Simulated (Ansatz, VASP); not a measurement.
Two plane-wave programs on Be2ZnTe5

```
Be Zn Te
1.0
     4.09929    0.00000    0.00000
    -2.04964    3.55009    0.00000
     0.00000    0.00000   14.88933
Be Zn Te
2 1 5
Direct
  0.00000 0.00000 0.19652
  0.66667 0.33333 0.66061
  0.33333 0.66667 0.42552
  0.00000 0.00000 0.02913
  0.33333 0.66667 0.24579
  0.66667 0.33333 0.49628
  0.00000 0.00000 0.71303
  0.33333 0.66667 0.89411
```

Alike in both runs: functional PBE; k mesh 5 × 5 × 2; occupations gaussian, width 0.2 eV; no spin polarisation.

Ansatz relaxed the structure, and its values are those at the end. VASP's run is a single point on that final structure, the one shown.

|  | VASP | Ansatz |
| --- | --- | --- |
| version | VASP 6.6.1 | Ansatz 0.2.0 |
| potentials or method | VASP PAW PBE potentials, release 64 (Be, Zn, Te) | scalar-relativistic, plane waves, PAW |
| plane-wave cutoff (eV) | 520 | 420 |
| valence electrons in the cell | 46 | 96 |

Ansatz gave:

```
gap on the k mesh at the Fermi level (eV) : none
pressure (GPa)                            : 0.0
rms of the force components (eV/Å)        : 0.010
```

Task: Which values does VASP return?

Result: gap on the k mesh at the Fermi level (eV): none; pressure (GPa): 0.1; rms of the force components (eV/Å): 0.012.

A gap of «none» marks a metal or a gap that the smearing closes. The two sets of potentials don't hold the same shells in valence.

The runs have no spin-orbit coupling, so splittings on Te are missing.
